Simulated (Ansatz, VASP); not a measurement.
**ScMnS3 in VASP and in Ansatz**

```
CELL_PARAMETERS angstrom
4.53050 0.00000 0.00000
0.00000 4.53050 0.00000
0.00000 0.00000 4.53050
ATOMIC_POSITIONS crystal
Sc 0.50000 0.50000 0.50000
Mn 0.00000 0.00000 0.00000
S 0.50000 0.00000 0.00000
S 0.00000 0.50000 0.00000
S 0.00000 0.00000 0.50000
```

Alike in both runs: functional PBE; k mesh 4 × 4 × 4; occupations gaussian, width 0.1 eV; collinear spin.

Ansatz relaxed the structure, and its values are those at the end. VASP's run is a single point on that final structure, the one shown.

|  | VASP | Ansatz |
| --- | --- | --- |
| version | VASP 6.6.1 | Ansatz 0.2.0 |
| potentials or method | VASP PAW PBE potentials, release 64 (Sc_sv, Mn_pv, S) | scalar-relativistic, plane waves, PAW |
| plane-wave cutoff (eV) | 520 | 420 |
| valence electrons in the cell | 42 | 44 |

VASP gave:

| Property | Result |
| --- | --- |
| gap on the k mesh at the Fermi level (eV) | none |
| pressure (GPa) | 0.2 |
| net moment per atom (μB) | 0.69 |
| size of the moment on the site where the two differ most (μB) | 3.08 |

Question: Estimate Ansatz's values.

Answer: gap on the k mesh at the Fermi level (eV): none; pressure (GPa): 0.3; net moment per atom (μB): 0.69; size of the moment on the site where the two differ most (μB): 2.91.

Site moments also hang on the region over which each program counts them. A gap of «none» marks a metal or a gap that the smearing closes. The two sets of potentials don't hold the same shells in valence.

Caveats: a cell with one magnetic atom can't hold antiferromagnetic order, which such compounds often take; semilocal functionals often make such compounds metallic where correlation or magnetic order opens a gap, which also shifts bond lengths.
